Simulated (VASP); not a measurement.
VASP ran on this input.

### KPOINTS
```
Automatic mesh
0
Gamma
13 13 7
0 0 0
```

INCAR:
```
SYSTEM = Zr
PREC = Accurate
ENCUT = 520
EDIFF = 1E-7
NELM = 100
ALGO = Normal
LREAL = .FALSE.
LASPH = .TRUE.
ISMEAR = 1
SIGMA = 0.1
GGA = MK
PARAM1 = 0.1234
PARAM2 = 1.0
LUSE_VDW = .TRUE.
AGGAC = 0.0
LMAXMIX = 4
LWAVE = .FALSE.
LCHARG = .FALSE.
ISIF = 4
IBRION = 2
NSW = 30
EDIFFG = -0.01
```

POSCAR:
```
Zr
1
    1.5993872941    -2.7702200017     0.0000000000
    1.5993872941     2.7702200017     0.0000000000
    0.0000000000     0.0000000000     5.1520815211
Zr
2
Direct
  0.3333330000   0.6666670000   0.2500000000
  0.6666670000   0.3333330000   0.7500000000
```

POTCAR, in this order: Zr_sv (PBE.64 set). Program: vasp_std.

Q: Write an equivalent input for Quantum ESPRESSO's pw.x.

A: One equivalent input (not run):
```
&CONTROL
  calculation = 'vc-relax'
  pseudo_dir = './pseudo'
  outdir = './out'
  tprnfor = .true.
  tstress = .true.
  nstep = 30
  forc_conv_thr = 0.00039
/
&SYSTEM
  ibrav = 0
  nat = 2
  ntyp = 1
  ecutwfc = 66
  occupations = 'smearing'
  smearing = 'methfessel-paxton'
  degauss = 0.00735
  input_dft = 'vdw-df-ob86'
/
&ELECTRONS
  conv_thr = 7.3e-09
  electron_maxstep = 100
/
&IONS
/
&CELL
  cell_dofree = 'shape'
/
ATOMIC_SPECIES
  Zr 91.224 Zr.upf
CELL_PARAMETERS angstrom
     1.5993873   -2.7702200    0.0000000
     1.5993873    2.7702200    0.0000000
     0.0000000    0.0000000    5.1520815
ATOMIC_POSITIONS crystal
  Zr   0.3333330  0.6666670  0.2500000
  Zr   0.6666670  0.3333330  0.7500000
K_POINTS automatic
  13 13 7 0 0 0
```
Limits of the translation: the potentials are each code's own (VASP's PAW set, PseudoDojo norm-conserving files in pw.x), so ENCUT and ecutwfc are chosen apart and not converted; conv_thr bounds pw.x's estimated SCF error, while EDIFF bounds the energy change between steps; forc_conv_thr acts on force components and is met together with etot_conv_thr.

The compound is Zr in the hcp structure. It was relaxed first.
